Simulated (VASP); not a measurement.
Method: PBEsol GGA, VASP's PBE PAW potentials (set 64) (plane waves; VASP).

VASP input:

**POSCAR**
```
Sn
1.0
 -1.8898820000   1.8898820000   1.8898820000
  1.8898820000  -1.8898820000   1.8898820000
  1.8898820000   1.8898820000  -1.8898820000
Sn
1
Direct
  0.0000000000   0.0000000000   0.0000000000
```

### KPOINTS
```
Automatic mesh
0
Gamma
2 2 2
0 0 0
```

**INCAR**
```
GGA = PS
SYSTEM = Sn
ALGO = Normal   # blocked Davidson
LMAXMIX = 4   # l cut-off of mixed one-centre charges
LASPH = .TRUE.
SIGMA = 0.272   # width (eV)
ENCUT = 300   # plane-wave cut-off (eV)
NELM = 100   # most electronic steps
LWAVE = .FALSE.
EDIFF = 1E-6   # SCF stop (eV)
LREAL = .FALSE.
LCHARG = .FALSE.
PREC = Accurate
ISIF = 2   # forces and stress, cell fixed
ISMEAR = 0
```

POTCAR, in this order: Sn_d (PBE.64 set). Program: vasp_std.

Output

### OSZICAR
```
       N       E                     dE             d eps       ncg     rms          rms(c)
DAV:   1     0.523358414837E+02    0.52336E+02   -0.57659E+03    66   0.134E+03
DAV:   2    -0.281986305140E+01   -0.55156E+02   -0.54110E+02    69   0.239E+02
DAV:   3    -0.586664935032E+01   -0.30468E+01   -0.30195E+01    80   0.627E+01
DAV:   4    -0.593667455547E+01   -0.70025E-01   -0.70005E-01    72   0.888E+00
DAV:   5    -0.594028909951E+01   -0.36145E-02   -0.36145E-02    83   0.227E+00    0.155E+00
DAV:   6    -0.592952631758E+01    0.10763E-01   -0.12663E-02    75   0.205E+00    0.851E-01
DAV:   7    -0.592615608935E+01    0.33702E-02   -0.79999E-03    75   0.158E+00    0.114E-01
DAV:   8    -0.592596422482E+01    0.19186E-03   -0.64310E-04    72   0.514E-01    0.240E-02
DAV:   9    -0.592595677005E+01    0.74548E-05   -0.17106E-05    77   0.777E-02    0.125E-02
DAV:  10    -0.592595643879E+01    0.33126E-06   -0.51759E-07    45   0.104E-02
   1 F= -.59259564E+01 E0= -.58997318E+01  d E =-.524492E-01
```

**OUTCAR**
```
------------------------ aborting loop because EDIFF is reached ----------------------------------------
  FORCE on cell =-STRESS in cart. coord.  units (eV):
  Direction    XX          YY          ZZ          XY          YZ          ZX
  --------------------------------------------------------------------------------------
  Total       -1.1010420     -1.1010420     -1.1010420      0.0000000      0.0000000      0.0000000
  in kB      -65.3356771    -65.3356771    -65.3356771      0.0000000      0.0000000      0.0000000
  external PRESSURE =     -65.3356771 kB  Pullay stress =       0.0000000 kB
  volume of cell :       27.00
      direct lattice vectors                 reciprocal lattice vectors
    -1.889882000  1.889882000  1.889882000     0.000000000  0.264566782  0.264566782
     1.889882000 -1.889882000  1.889882000     0.264566782  0.000000000  0.264566782
     1.889882000  1.889882000 -1.889882000     0.264566782  0.264566782  0.000000000
 POSITION                                       TOTAL-FORCE (eV/Angst)
 -----------------------------------------------------------------------------------
      0.00000      0.00000      0.00000        -0.000000      0.000000     -0.000000
 -----------------------------------------------------------------------------------
    total drift:                                0.000000     -0.000000      0.000000
  FREE ENERGIE OF THE ION-ELECTRON SYSTEM (eV)
  ---------------------------------------------------
  free  energy   TOTEN  =        -5.9259564388 eV

  energy  without entropy=       -5.8735072501  energy(sigma->0) =       -5.89973184
```
(Selected blocks of OUTCAR.)

File OUTCAR:
```
 val. band max:        7.5383991040   @ k =   0.5000   0.5000   0.5000

 cond. band min:      11.6514957616   @ k =   0.5000   0.0000   0.0000


 Fermi energy:         7.6212418424

 k-point     1 :       0.0000    0.0000    0.0000
  band No.  band energies     occupation
      1     -13.3405      2.00000
      2     -13.3405      2.00000
      3     -13.3405      2.00000
      4     -13.2004      2.00000
      5     -13.2004      2.00000
      6      -3.1186      2.00000
      7      16.0470      0.00000
      8      16.0470      0.00000
      9      16.0470      0.00000
     10      20.1552      0.00000
     11      20.1552      0.00000

 k-point     2 :       0.5000    0.0000    0.0000
  band No.  band energies     occupation
      1     -13.3879      2.00000
      2     -13.3256      2.00000
      3     -13.2074      2.00000
      4     -13.2058      2.00000
      5     -13.1085      2.00000
      6       1.6033      2.00000
      7       3.5609      2.00000
      8      11.6515      0.00000
      9      13.4799      0.00000
     10      16.0188      0.00000
     11      16.3128      0.00000

 k-point     3 :       0.5000    0.5000    0.5000
  band No.  band energies     occupation
      1     -13.3664      2.00000
      2     -13.3664      2.00000
      3     -13.1297      2.00000
      4     -13.1297      2.00000
      5     -13.1297      2.00000
      6       5.5862      2.00000
      7       7.5384      1.33334
      8       7.5384      1.33333
      9       7.5384      1.33333
     10      11.8568      0.00000
     11      11.8568      0.00000
```

At this cut-off the stress carries a Pulay error, which pulls relaxed volumes low.  Unless said otherwise, spin-orbit coupling is left out, though it shifts the bands of the heavy elements here.

The structure was generated: Sn was put into an ordered model structure, which need not be its known phase. The cell was not relaxed at this level. The k-mesh is coarse (spacing up to 1.18 per Å, 2π included), so the numbers may not be converged in it. The run is one of a series of settings (KPOINTS 2×2×2 Γ-centred mesh against the base run), some of them coarse on purpose.
